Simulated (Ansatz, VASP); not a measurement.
Given: the input of a run of Ansatz 0.2.0 on NbTe. The cell comes from a database or a generator and needn't be the stable form of this composition.

Contents of input.yaml:

```yaml
crystal:
  lattice:
    - [3.7029743866, 0.0, 0.0]
    - [-1.8514871933, 3.2068698884, 0.0]
    - [0.0, 0.0, 3.694211]
  atoms:
    - { symbol: Te, position: [0.6666666667, 0.3333333333, 0.0] }
    - { symbol: Nb, position: [0.0, 0.0, 0.5] }
kpoints:
  mp_grid: { grid: [8, 8, 7] }
scf:
  occupations: { method: fermi_dirac, width: 0.05 }
hamiltonian:
  xc: pbesol
  pseudopotentials: { kind: all_electron, lapw: { basis_error: 0.001 } }
output:
  forces: true
  stress: true
  eigenvalues: true
  populations: true
```

Potentials or basis: all-electron LAPW, scalar-relativistic.

The run is started by

```console
$ ansatz run input.yaml --threads 1 --pin off --max-ram 3072MiB --backend cpu --events-out ev --progress --plain --runs-dir out
```

Q: What does the same run look like in VASP 6.6.1? Potentials or basis there: PBE PAW files Nb_sv, Te, 520 eV.

A: As run (cutoffs and basis follow the program's own potentials, and thresholds, step limits or extra output files can differ):

File INCAR:

```
PREC = Accurate
ENCUT = 520
EDIFF = 1E-7
ISMEAR = -1
SIGMA = 0.05
LREAL = False
LASPH = True
NELM = 80
ALGO = Normal
ISIF = 2
LWAVE = False
LCHARG = False
GGA = PS
NBANDS = 16
```

Contents of KPOINTS:

```
regular mesh
0
Gamma
  8 8 7
```

POSCAR

```
NbTe
1.0
    3.7029743866      0.0000000000      0.0000000000
   -1.8514871933      3.2068698884      0.0000000000
    0.0000000000      0.0000000000      3.6942110000
Te Nb
1 1
Direct
    0.6666666667      0.3333333333      0.0000000000
    0.0000000000      0.0000000000      0.5000000000
```

Potentials or basis: VASP PAW PBE potentials, release 64 (Te, Nb_sv).

The run is started by

```sh
$ cat potpaw_PBE.64/Te/POTCAR potpaw_PBE.64/Nb_sv/POTCAR > POTCAR
$ mpirun -np 1 vasp_std > vasp.out
```

Both were run:

|  | Ansatz | VASP |
| --- | --- | --- |
| Pressure | -5.2 GPa | -5.3 GPa |

VASP's potentials were made for PBE.

Where Ansatz's input types no cutoff or centring, it takes its own default and a Γ-centred mesh.

Pressure is positive in compression.
